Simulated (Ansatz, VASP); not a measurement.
**Cross-check of Si2GeC between VASP and Ansatz**

Wanted: the spread between two codes on one cell, functional and k mesh. The cell is invented: As first built, before any earlier steps moved the atoms (in the runner's words): it takes the SiC structure with some of its atoms replaced by other elements, volume scaled by an estimate. It may not be a known or stable phase. The cell is a member of a volume series, scaled by 0.94 from a relaxed one, so a pressure remains.

Program: Ansatz 0.2.0. Level of theory: plane waves, with VASP 6.6.1 beside it; single point at r2SCAN. Results are calculated unless marked as measured.

### Step 1. The starting structure

Symmetry: P-4m2, No. 115, tetragonal system. Conventional cell: a = 3.378 Å, b = 3.378 Å, c = 4.958 Å, α = 90.00°, β = 90.00°, γ = 90.00°. Nearest to Ge lie 4 Si at 2.25 Å. Si has 2 C at 1.96 Å and 2 Ge at 2.25 Å nearest. C has 4 Si at 1.96 Å nearest. As first built, before any earlier steps moved the atoms (in the runner's words): sites of the SiC structure (space group 216) filled with other elements, volume scaled by an estimate. Farther neighbours are not listed.

### Step 2. Ansatz: single point, r2SCAN, volume scaled by 0.94

Ansatz runs on its default PAW (the set named soft_2) files.

A single point gives forces, pressure and levels at one fixed geometry, so differences don't come from the geometry; what else differs is listed under the comparison.

Contents of input.yaml:

```yaml
crystal:
  lattice:
    - [3.3782228399, 0.0, 0.0]
    - [0.0, 3.3782228399, 0.0]
    - [0.0, 0.0, 4.9584754738]
  atoms:
    - { symbol: Ge, position: [0.5, 0.5, 0.0] }
    - { symbol: Si, position: [0.0, 0.5, 0.3012787091] }
    - { symbol: Si, position: [0.5, 0.0, 0.6987212909] }
    - { symbol: C, position: [0.0, 0.0, 0.5] }
hamiltonian:
  xc: r2scan
  pseudopotentials: { kind: paw }
kpoints:
  mp_grid: { grid: [7, 7, 5] }
scf:
  occupations: { method: gaussian, width: 0.05 }
  n_extra_bands: 5
output:
  forces: true
  stress: true
  eigenvalues: true
```

Launch:

```bash
ansatz run input.yaml --threads 2 --pin off --max-ram 4608MiB --backend cpu --events-out ev --progress --plain --runs-dir out
```

Numbers of over 12 decimals in the logs are rounded to 6 here.

Output:

```text
scf.n_extra_bands = 5 over 13 filled bands (N_el = 26.0): the run solves 18 bands
Engine: ansatz 0.2.0, aarch64-unknown-linux-gnu
Pseudopotentials: kind: paw
Pseudopotential: Ge, paw, valence charge 14, recommended cutoff 500 eV (meta_gga), Ge.paw.azcp
Pseudopotential: Si, paw, valence charge 4, recommended cutoff 500 eV (meta_gga), Si.paw.azcp
Pseudopotential: C, paw, valence charge 4, recommended cutoff 500 eV (meta_gga), C.paw.azcp
Functional definition: r2SCAN
  parameter k0 = 0.174
  parameter k1 = 0.065
  parameter a1 = 4.9479
  exchange = r2scan_x(k0 = k0, k1 = k1, a1 = a1)
  correlation = r2scan_c
Crystal: 4 atoms, lattice volume = 56.588 Å³
Basis set: ecut = 500 eV, 1443 PW (Γ), exchange–correlation on 100×100×160 points (64 copies of the dense FFT grid, shifted against one another)
Bands: 18, of which v1, the nominal top of the filled ones, is band 13 counted from 1 (12 counted from 0)
Symmetry: 8 space group operations
Space group: P-4m2 (ITA 115), of the structure as read, at distance tolerance 3.8e-5 Å
k-points: 30 of 245 (time reversal used)
Non-local potential: Ge, projectors of the file, l = 0: 2, l = 1: 2, l = 2: 3, l = 3: 1
Non-local potential: Si, projectors of the file, l = 0: 2, l = 1: 2, l = 2: 2
Non-local potential: C, projectors of the file, l = 0: 2, l = 1: 2, l = 2: 1
PAW form: soft (Blöchl's): semilocal exchange-correlation on the pseudo side does not see the compensation charge
PAW frozen core: Ge, regenerated for the run's functional (the file was generated under x = pbe(κ = 0.804, μ = 0.219515), c = pbe(β = 0.066725))
PAW frozen core: Si, regenerated for the run's functional (the file was generated under x = pbe(κ = 0.804, μ = 0.219515), c = pbe(β = 0.066725))
PAW frozen core: C, regenerated for the run's functional (the file was generated under x = pbe(κ = 0.804, μ = 0.219515), c = pbe(β = 0.066725))
PAW one-centre angular grid: Ge, 590 points (default); XC on 160 Gauss nodes
PAW one-centre angular grid: Si, 302 points (default); XC on 160 Gauss nodes
PAW one-centre angular grid: C, 302 points (default); XC on 239 of its mesh's 2573 points in the sphere
Initial density: superposition of atomic densities (neutral atoms: chi_scale 0, normalization atom), corrected by the library's trained network
Initial wavefunctions: pseudopotential atomic-orbital guess
Functional: x = r2scan, c = r2scan; τ floored in thin density (d = 2e-4 eV/Å³)
SCF iter   1: F=—  HF=-5831.321319 eV  |F-HF|=—  |Δ(HF+E_count)|=         —  Δρ=8.41e-3  dr2=8.92e-2  dr2_τ=1.35e-1  ethr=1.77e-3  ⟨swp⟩=6.3  Hψ=3027  notcnv=0
preconditioner: auto → none  [insulator: Δε(μ)=0.081 eV  Ē_g=10.952 eV  σ=0.050 eV  W_gap=0.57  n_scr=14 (ndim 8)  ℏωp=19.7 eV  f_vac=0.000  D(μ)=0.79/eV (n_scr^D=2)  ε∞_Penn≈4.3]
SCF iter   2: F=—  HF=-5831.373644 eV  |F-HF|=—  |Δ(HF+E_count)|=   5.23e-2  Δρ=5.47e-3  dr2=4.02e-2  dr2_τ=1.66e-3  ethr=3.43e-4  ⟨swp⟩=3.0  Hψ=1388  notcnv=0  defer=26
SCF iter   3: F=—  HF=-5831.363177 eV  |F-HF|=—  |Δ(HF+E_count)|=   1.05e-2  Δρ=2.44e-3  dr2=1.86e-3  dr2_τ=7.06e-5  ethr=1.54e-4  ⟨swp⟩=2.7  Hψ=892  notcnv=0  defer=26
SCF iter   4: F=—  HF=-5831.363613 eV  |F-HF|=—  |Δ(HF+E_count)|=   4.36e-4  Δρ=5.91e-4  dr2=1.77e-4  dr2_τ=2.56e-5  ethr=7.15e-6  ⟨swp⟩=2.0  Hψ=760  notcnv=0  defer=26
SCF iter   5: F=—  HF=-5831.363615 eV  |F-HF|=—  |Δ(HF+E_count)|=   1.87e-6  Δρ=1.19e-4  dr2=1.56e-5  dr2_τ=3.14e-7  ethr=6.81e-7  ⟨swp⟩=2.9  Hψ=923  notcnv=0  defer=26
SCF iter   6: F=—  HF=-5831.363610 eV  |F-HF|=—  |Δ(HF+E_count)|=   4.99e-6  Δρ=3.40e-5  dr2=8.53e-7  dr2_τ=2.27e-8  ethr=5.99e-8  ⟨swp⟩=2.0  Hψ=729  notcnv=0  defer=25
SCF iter   7: F=-5831.363610 eV  HF=-5831.363610 eV  |F-HF|=1.71e-8  |Δ(HF+E_count)|=   4.26e-8  Δρ=7.99e-6  dr2=4.02e-8  dr2_τ=7.10e-10  ethr=3.85e-10  ⟨swp⟩=9.2  Hψ=2695  notcnv=0
SCF 1 converged in 7 iterations: F = -5831.363610 eV  dr2 = 4.02e-8
  greatest PAW one-centre occupation: 0.998 electrons in one spin orbital (limit 2), on the Ge atom at site 0 (counted from 0), in its partial waves of l = 2
SCF converged after 7 iterations
Free energy (F): -5831.363610 eV
Harris-Foulkes:  -5831.363610 eV  (|F-HF|=1.71e-8)
Internal energy: -5831.362651 eV  (E = F + TS)
E sigma→0 (E₀):  -5831.363131 eV
Entropy (-TS):   -0.000959 eV (-0.240 meV/atom)
Fermi energy:    10.323748 eV
--- Per-component energies (eV) ---
  E_band       = -93.577665
  E_kinetic    = 289.585827
  E_local      = -2702.759351  (includes V_loc(G=0)·N_el)
  E_nonlocal   = 496.558589
  E_hartree    = 1193.904158
  E_xc         = -223.471565
  E_vxc        = -238.541285  (∫ρ·V_xc dr)
  E_paw        = -3173.954063  (= ΣΔE_a)
  E_vpaw       = -337.743606  (= ΣTr[D̂ρ^β])
  E_aug_tail   = 0.000026  (compensation charges beyond the density's cutoff)
  E_vtau       = 11.510156  (kinetic-family band-sum trace: ∫τ·v_τ [+ j·A + Jᵃ·Aᵃ] dr)
  E_ewald      = -1709.962867
  E_core_change = -1.263405  (= ΣΔE_core)
  E_smearing   = -0.000959  (= −TS)
  E_closure    = -0.000000  (closes the sum)
  Σ components = -5831.363610   (vs F -5831.363610, Δ=0.00e0)
--- Forces (eV/Å), atoms counted from 1 ---
  atom   1  Ge     0.00000000     0.00000000    -0.00000000
  atom   2  Si    -0.00000000     0.00000000     0.29451070
  atom   3  Si    -0.00000000     0.00000000    -0.29451070
  atom   4  C      0.00000000    -0.00000000    -0.00000000
  max |Σ_I F_I| component: 2.71e-16 eV/Å
--- Stress (GPa, compression-positive) ---
        9.169688       0.000000       0.000000
        0.000000       9.169688       0.000000
        0.000000       0.000000       9.701200
  P = ⅓ Tr σ = 9.3469 GPa (93.469 kbar)
--- Band table (eV; the first three rows and the last of 30) ---
  k-point 0: bands = [... 9 lower, 5.2085, 9.2332, 9.5064, 10.5768, 10.5768, 11.8380, 14.1959, 14.1959, ... 1 higher]
  k-point 1: bands = [... 9 lower, 5.2920, 8.1512, 10.0725, 10.0725, 10.1142, 12.0226, 13.9991, 14.9910, ... 1 higher]
  k-point 2: bands = [... 9 lower, 5.4441, 6.4957, 9.4294, 9.4294, 10.7635, 12.0267, 14.0291, 15.5815, ... 1 higher]
  k-point 29: bands = [... 9 lower, 4.1657, 4.6249, 5.1918, 5.9204, 12.8833, 13.6831, 14.8670, 15.3857, ... 1 higher]
```

The job ended after 8.5 s (2 threads of Arm Neoverse N1, shared host; peak memory 0.44 GiB).

The run ends at a pressure of 9.35 GPa, with forces up to 0.29 eV/Å.

### Step 3. VASP: single point, r2SCAN, volume scaled by 0.94

The same cell, functional, mesh and smearing now go to VASP, with its own data sets and cutoff.

Lines of VASP's logs that name or quote its potential files are left out, and so is its time.

Contents of INCAR:

```
SYSTEM = Si2GeC
PREC = Accurate
ENCUT = 520
EDIFF = 1E-06
NELM = 100
ISMEAR = 0
SIGMA = 0.05
LREAL = .FALSE.
ALGO = Normal
METAGGA = R2SCAN
LASPH = .TRUE.
NBANDS = 19
LORBIT = 11
LWAVE = .FALSE.
LCHARG = .FALSE.
KPAR = 2
ISIF = 2
```

Contents of POSCAR:

```
Si2GeC
1.0
    3.3782228399      0.0000000000      0.0000000000
    0.0000000000      3.3782228399      0.0000000000
    0.0000000000      0.0000000000      4.9584754738
Ge Si C
1 2 1
Direct
    0.5000000000      0.5000000000      0.0000000000
    0.0000000000      0.5000000000      0.3012787091
    0.5000000000      0.0000000000      0.6987212909
    0.0000000000      0.0000000000      0.5000000000
```

Contents of KPOINTS:

```
Automatic mesh
0
Gamma
7 7 5
0 0 0
```

Potentials, in the order of the species: Ge_d, Si and C (PBE family, release 64).

Launch:

```bash
mpirun -np 2 vasp_std
```

Output:

```text
[banner, memory and clock lines left out]
running    2 mpi-ranks, on    1 nodes
 distrk:  each k-point on    1 cores,    2 groups
 distr:  one band on    1 cores,    1 groups

 POSCAR found type information on POSCAR GeSiC
 POSCAR found :  3 types and       4 ions
|                                                                             |
|               ----> ADVICE to this user running VASP <----                  |
|                                                                             |
|     You enforced a specific xc type in the INCAR file but a different       |
|     [... a line on the potential file left out ...]
|     I HOPE YOU KNOW WHAT YOU ARE DOING!                                     |
|                                                                             |

 LDA part: xc-table for (None), standard interpolation
 POSCAR, INCAR and KPOINTS ok, starting setup
 FFT: planning ... GRIDC
 FFT: planning ... GRID_SOFT
 FFT: planning ... GRID
 WAVECAR not read
 entering main loop
       N       E                     dE             d eps       ncg     rms          rms(c)
DAV:   1     0.153099823705E+03    0.15310E+03   -0.13233E+04  1294   0.275E+03
DAV:   2    -0.212549422634E+02   -0.17435E+03   -0.16792E+03  1219   0.565E+02
DAV:   3    -0.438094357038E+02   -0.22554E+02   -0.21917E+02  1408   0.124E+02
DAV:   4    -0.446127363992E+02   -0.80330E+00   -0.80125E+00  1419   0.231E+01
DAV:   5    -0.446269001865E+02   -0.14164E-01   -0.14157E-01  1407   0.358E+00    0.990E+00
DAV:   6    -0.399678665260E+02    0.46590E+01   -0.41899E+00  1317   0.125E+01    0.583E+00
DAV:   7    -0.400184724368E+02   -0.50606E-01   -0.83120E-01  1425   0.608E+00    0.310E+00
DAV:   8    -0.400214047673E+02   -0.29323E-02   -0.83247E-02  1432   0.193E+00    0.483E-01
DAV:   9    -0.400215459052E+02   -0.14114E-03   -0.15366E-02  1562   0.102E+00    0.147E-01
DAV:  10    -0.400217498413E+02   -0.20394E-03   -0.18788E-03  1516   0.319E-01    0.797E-02
DAV:  11    -0.400217670737E+02   -0.17232E-04   -0.45368E-04  1524   0.141E-01    0.206E-02
DAV:  12    -0.400217615567E+02    0.55170E-05   -0.81805E-05  1321   0.558E-02    0.973E-03
DAV:  13    -0.400217630773E+02   -0.15206E-05   -0.10844E-05  1334   0.222E-02    0.644E-03
DAV:  14    -0.400217630759E+02    0.14174E-08   -0.18702E-06   867   0.101E-02
   1 F= -.40021763E+02 E0= -.40021277E+02  d E =-.971720E-03
```

From OUTCAR (step 3):

```text
ion  position               nearest neighbor table
   1  0.500  0.500  0.000-   2 2.25   3 2.25   3 2.25   2 2.25
   2  0.000  0.500  0.301-   4 1.96   4 1.96   1 2.25   1 2.25   3 3.10   3 3.10   3 3.10   3 3.10

  LATTYP: Found a simple tetragonal cell.
 ALAT       =     3.3782228399
 C/A-ratio  =     1.4677763158

 Subroutine GETGRP returns: Found  8 space group operations
 (whereof  8 operations were pure point group operations)

The static configuration has the point symmetry D_2d.

 Found     30 irreducible k-points:

   k-points           NKPTS =     30   k-points in BZ     NKDIM =     30   number of bands    NBANDS=     19

   dimension x,y,z NGX =    28 NGY =   28 NGZ =   40
   dimension x,y,z NGXF=    56 NGYF=   56 NGZF=   80

   ENCUT  =  520.0 eV  38.22 Ry    6.18 a.u.   6.28  6.28  9.22*2*pi/ulx,y,z

   NELECT =      26.0000    total number of electrons

 k-points in reciprocal lattice and weights: Automatic mesh
   0.00000000  0.00000000  0.00000000       0.004
   0.14285714  0.00000000  0.00000000       0.016
   0.28571429  0.00000000  0.00000000       0.016
   0.42857143  0.00000000  0.00000000       0.016
   0.14285714  0.14285714  0.00000000       0.016
   0.28571429  0.14285714  0.00000000       0.033
   0.42857143  0.14285714  0.00000000       0.033
   0.28571429  0.28571429  0.00000000       0.016
   0.42857143  0.28571429  0.00000000       0.033
[...]
0.42857143  0.28571429  0.40000000       0.065
   0.42857143  0.42857143  0.40000000       0.033

 average (electrostatic) potential at core
       1 -75.5776       2 -84.8498       3 -84.8498       4 -49.0738

 E-fermi :   8.2491

 k-point     1 :       0.0000    0.0000    0.0000
  band No.  band energies     occupation
    ...
      8      -1.2035      2.00000
      9       3.1287      2.00000
     10       3.1287      2.00000
     11       7.1591      2.00000
     12       7.4387      2.00000
     13       8.5031      0.00000
     14       8.5031      0.00000
     15       9.7554      0.00000
     16      12.1238      0.00000
     17      12.1238      0.00000
    ...

 k-point     2 :       0.1429    0.0000    0.0000
  band No.  band energies     occupation
    ...
      9       2.1426      2.00000
     10       3.2754      2.00000
     11       6.5390      2.00000
     12       6.8020      2.00000
     13       8.1770      1.95839
     14       8.4702      0.00000
     15      10.8742      0.00000
     16      12.0461      0.00000
     17      12.3251      0.00000
     18      12.9101      0.00000
    ...

 k-point     3 :       0.2857    0.0000    0.0000
  band No.  band energies     occupation
    ...
      8      -0.6143      2.00000
      9       1.2244      2.00000
     10       3.6533      2.00000
     11       4.3515      2.00000
     12       5.0579      2.00000
     13       8.2848      0.31281
     14       9.1351      0.00000
     15      12.0841      0.00000
     16      12.8748      0.00000
     17      12.9441      0.00000
    ...

  Total        3.2150532      3.2150532      3.4318687      0.0000000      0.0000000      0.0000000
  in kB       91.0277872     91.0277872     97.1664844      0.0000000      0.0000000      0.0000000
  external PRESSURE =      93.0740196 kB  Pullay stress =       0.0000000 kB

  energy-cutoff  :      520.00
  volume of cell :       56.59
      direct lattice vectors                 reciprocal lattice vectors
     3.378222840  0.000000000  0.000000000     0.296013628  0.000000000  0.000000000
     0.000000000  3.378222840  0.000000000     0.000000000  0.296013628  0.000000000
     0.000000000  0.000000000  4.958475474     0.000000000  0.000000000  0.201674891

 POSITION                                       TOTAL-FORCE (eV/Angst)
 -----------------------------------------------------------------------------------
      1.68911      1.68911      0.00000         0.000000      0.000000      0.000000
      0.00000      1.68911      1.49388         0.000000     -0.000000      0.289634
      1.68911      0.00000      3.46459         0.000000     -0.000000     -0.289634
      0.00000      0.00000      2.47924        -0.000000     -0.000000      0.000000
 -----------------------------------------------------------------------------------
    total drift:                                0.000000      0.000000      0.000000

  FREE ENERGIE OF THE ION-ELECTRON SYSTEM (eV)
  ---------------------------------------------------
  free  energy   TOTEN  =       -40.0217630759 eV

  energy  without entropy=      -40.0207913561  energy(sigma->0) =      -40.02127722

 total charge
# of ion       s       p       d       tot
------------------------------------------
    1        1.109   1.666  10.058  12.833
    2        0.720   0.964   0.000   1.684
    3        0.720   0.964   0.000   1.684
    4        0.846   1.576   0.000   2.422
--------------------------------------------------
tot          3.395   5.170  10.058  18.623

[... 3 further parts left out ...]
```

The scan keeps the cell's shape and the fractional positions fixed.

### Step 4. Side by side

Known differences besides the potentials themselves: VASP keeps PBE cores, Ansatz makes them for the functional; the cutoff is 500 eV in Ansatz and 520 eV in VASP. Total energies have different zeros and are not compared.

Both answers:

```
      quantity  Ansatz  VASP  difference
pressure (GPa)    9.35  9.31       +0.04
```

Forces (eV/Å; atoms numbered as in POSCAR):

```
atom        Ansatz x, y, z          VASP x, y, z
 Ge1   0.000, 0.000, 0.000   0.000, 0.000, 0.000
 Si2   0.000, 0.000, 0.295   0.000, 0.000, 0.290
 Si3  0.000, 0.000, -0.295  0.000, 0.000, -0.290
  C4   0.000, 0.000, 0.000   0.000, 0.000, 0.000
```

The forces differ by 2.0 meV/Å r.m.s., which is 1.7 % of the r.m.s. force of 0.12 eV/Å (both taken over all components). Ansatz's pressure holds a Pulay correction of 0.03 GPa; VASP's holds none.

### Step 5. Ansatz: single point, r2SCAN, volume scaled by 0.98

A single point gives forces, pressure and levels at one fixed geometry, so differences don't come from the geometry; what else differs is listed under the comparison. The cell compared in this pair holds 59.00 Å³, against 56.59 Å³ for the pair before.

The cell is a member of a volume series, scaled by 0.98 from a relaxed one, so a pressure remains.

Changes to input.yaml since step 2:

```diff
@@ -2,5 +2,5 @@
   lattice:
-    - [3.3782228399, 0.0, 0.0]
-    - [0.0, 3.3782228399, 0.0]
-    - [0.0, 0.0, 4.9584754738]
+    - [3.4254768319, 0.0, 0.0]
+    - [0.0, 3.4254768319, 0.0]
+    - [0.0, 0.0, 5.027833764]
   atoms:
```

Launch:

```bash
ansatz run input.yaml --threads 2 --pin off --max-ram 4608MiB --backend cpu --events-out ev --progress --plain --runs-dir out
```

Output:

```text
[...]
Crystal: 4 atoms, lattice volume = 58.996 Å³
Basis set: ecut = 500 eV, 1499 PW (Γ), exchange–correlation on 100×100×160 points (64 copies of the dense FFT grid, shifted against one another)
Bands: 18, of which v1, the nominal top of the filled ones, is band 13 counted from 1 (12 counted from 0)
Symmetry: 8 space group operations
[...]
k-point 0: bands = [... 9 lower, 4.7999, 8.6982, 8.9674, 9.9847, 9.9847, 11.2086, 13.5142, 13.5142, ... 1 higher]
  k-point 1: bands = [... 9 lower, 4.8808, 7.5908, 9.5001, 9.5001, 9.5854, 11.3744, 13.3638, 14.2807, ... 1 higher]
  k-point 2: bands = [... 9 lower, 5.0279, 5.9443, 8.8803, 8.8803, 10.2154, 11.3383, 13.4678, 14.9216, ... 1 higher]
  k-point 29: bands = [... 9 lower, 3.8172, 4.2491, 4.8107, 5.4965, 12.2932, 13.0996, 14.1775, 14.7009, ... 1 higher]
[key lines of the parts left out:]
SCF converged after 8 iterations
Free energy (F): -5831.453479 eV
Fermi energy:    9.724226 eV
P = ⅓ Tr σ = 2.8402 GPa (28.402 kbar)
```

The job ended after 8.8 s (2 threads; peak memory 0.44 GiB).

The run ends at a pressure of 2.84 GPa, with forces up to 0.100 eV/Å.

[end of part 1 of 2]

[Lines on the potential files, build, host, timing and source positions are cut from VASP's logs without a mark.]

[Logs are printed without paths, hosts, clocks, repeated set-up lines and the standing remarks that a program may print on its own settings, such as how far it seeks lower states.]

[Hosts, paths, dates, database ids (printed as entryN), source tags and the programs' standing remarks are cut or masked in the printed files.]
